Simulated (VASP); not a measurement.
Method: SCAN meta-GGA, VASP's PBE PAW potentials (set 64) (plane waves; VASP 6.6.1).

VASP ran on this input.

File KPOINTS:
```
kpoints
0
G
 12 12 12
```

INCAR:
```
ALGO=Normal
EDIFF=1E-7
ENCUT=520
ISIF=2
ISMEAR=0
LASPH=.TRUE.
LCHARG=.FALSE.
LMIXTAU=.TRUE.
LREAL=.FALSE.
LWAVE=.FALSE.
METAGGA=SCAN
NELM=100
PREC=Accurate
SIGMA=0.05
SYSTEM=BN
```

POSCAR:
```
BN
2.5500490
  0.0000000000   0.7071068431   0.7071068431
  0.7071068431   0.0000000000   0.7071068431
  0.7071068431   0.7071068431   0.0000000000
B N
1 1
Cart
  0.0000000000   0.0000000000   0.0000000000
  0.3535534215   0.3535534215   0.3535534215
```

POTCAR, in this order: B N (PBE.64 set). Program: vasp_std.

Output

**OSZICAR**
```
       N       E                     dE             d eps       ncg     rms          rms(c)
DAV:   1     0.422752573650E+01    0.42275E+01   -0.55452E+03  1240   0.103E+03
DAV:   2    -0.228311992972E+02   -0.27059E+02   -0.25936E+02  1624   0.179E+02
DAV:   3    -0.230079555517E+02   -0.17676E+00   -0.17676E+00  1352   0.177E+01
DAV:   4    -0.230081248962E+02   -0.16934E-03   -0.16934E-03  1568   0.459E-01
DAV:   5    -0.230081249570E+02   -0.60763E-07   -0.60763E-07  1296   0.705E-03    0.663E+00
DAV:   6    -0.186072365655E+02    0.44009E+01   -0.36181E+00  1608   0.158E+01    0.339E+00
DAV:   7    -0.196844694791E+02   -0.10772E+01   -0.39196E-01  1176   0.878E+00    0.183E+00
DAV:   8    -0.189977403909E+02    0.68673E+00   -0.36229E-01  1160   0.812E+00    0.918E-01
DAV:   9    -0.195028272603E+02   -0.50509E+00   -0.27941E-01  1184   0.660E+00    0.626E-01
DAV:  10    -0.195434556120E+02   -0.40628E-01   -0.16131E-02  1224   0.168E+00    0.336E-01
DAV:  11    -0.195411843288E+02    0.22713E-02   -0.65749E-03  1152   0.127E+00    0.231E-01
DAV:  12    -0.195430967396E+02   -0.19124E-02   -0.41523E-03  1152   0.913E-01    0.233E-02
DAV:  13    -0.195429865768E+02    0.11016E-03   -0.35999E-04  1184   0.232E-01    0.283E-02
DAV:  14    -0.195429876070E+02   -0.10302E-05   -0.64403E-05  1408   0.103E-01    0.640E-03
DAV:  15    -0.195429818296E+02    0.57774E-05   -0.48323E-06  1336   0.279E-02    0.394E-03
DAV:  16    -0.195429863980E+02   -0.45684E-05   -0.55364E-07  1552   0.893E-03    0.148E-03
DAV:  17    -0.195429871434E+02   -0.74539E-06   -0.19848E-07   808   0.426E-03    0.229E-04
DAV:  18    -0.195429886349E+02   -0.14915E-05   -0.32528E-08   576   0.269E-03    0.131E-04
DAV:  19    -0.195429881831E+02    0.45182E-06   -0.22413E-09   576   0.552E-04    0.121E-04
DAV:  20    -0.195429882163E+02   -0.33192E-07   -0.16226E-09   576   0.499E-04
   1 F= -.19542988E+02 E0= -.19542988E+02  d E =-.582748E-20
```

### OUTCAR
```
------------------------ aborting loop because EDIFF is reached ----------------------------------------
  FORCE on cell =-STRESS in cart. coord.  units (eV):
  Direction    XX          YY          ZZ          XY          YZ          ZX
  --------------------------------------------------------------------------------------
  Total        0.0104824      0.0104824      0.0104824     -0.0000000      0.0000000     -0.0000000
  in kB        1.4323158      1.4323158      1.4323158     -0.0000000      0.0000000     -0.0000000
  external PRESSURE =       1.4323158 kB  Pullay stress =       0.0000000 kB
  volume of cell :       11.73
      direct lattice vectors                 reciprocal lattice vectors
     0.000000000  1.803157098  1.803157098    -0.277291424  0.277291424  0.277291424
     1.803157098  0.000000000  1.803157098     0.277291424 -0.277291424  0.277291424
     1.803157098  1.803157098  0.000000000     0.277291424  0.277291424 -0.277291424
  FREE ENERGIE OF THE ION-ELECTRON SYSTEM (eV)
  ---------------------------------------------------
  free  energy   TOTEN  =       -19.5429882163 eV

  energy  without entropy=      -19.5429882163  energy(sigma->0) =      -19.54298822
```
(Selected blocks of OUTCAR.)

**OUTCAR**
```
 val. band max:        7.2923483611   @ k =   0.0000   0.0000   0.0000

 cond. band min:      12.2621916577   @ k =   0.5000   0.5000   0.0000


 Fermi energy:         7.5951160533

 k-point     1 :       0.0000    0.0000    0.0000
  band No.  band energies     occupation
      1     -14.1147      2.00000
      2       7.2923      2.00000
      3       7.2923      2.00000
      4       7.2923      2.00000
      5      16.8154      0.00000
      6      16.8154      0.00000
      7      16.8154      0.00000
      8      18.4441      0.00000

 k-point     2 :       0.0833    0.0000    0.0000
  band No.  band energies     occupation
      1     -13.9388      2.00000
      2       6.3326      2.00000
      3       7.1042      2.00000
      4       7.1042      2.00000
      5      17.0492      0.00000
      6      17.1054      0.00000
      7      17.1054      0.00000
      8      19.0318      0.00000

 k-point     3 :       0.1667    0.0000    0.0000
  band No.  band energies     occupation
      1     -13.4188      2.00000
      2       4.1237      2.00000
      3       6.6447      2.00000
      4       6.6447      2.00000
      5      17.3786      0.00000
      6      17.7786      0.00000
      7      17.7786      0.00000
      8      20.4531      0.00000

 k-point     4 :       0.2500    0.0000    0.0000
  band No.  band energies     occupation
      1     -12.5807      2.00000
      2       1.5349      2.00000
      3       6.1127      2.00000
      4       6.1127      2.00000
      5      17.6746      0.00000
      6      18.4174      0.00000
      7      18.4174      0.00000
      8      21.9030      0.00000

 k-point     5 :       0.3333    0.0000    0.0000
  band No.  band energies     occupation
      1     -11.4956      2.00000
      2      -0.9609      2.00000
      3       5.6576      2.00000
      4       5.6576      2.00000
      5      17.9251      0.00000
      6      18.7357      0.00000
      7      18.7357      0.00000
...
```

The compound is BN in the zinc blende structure. It was relaxed first.
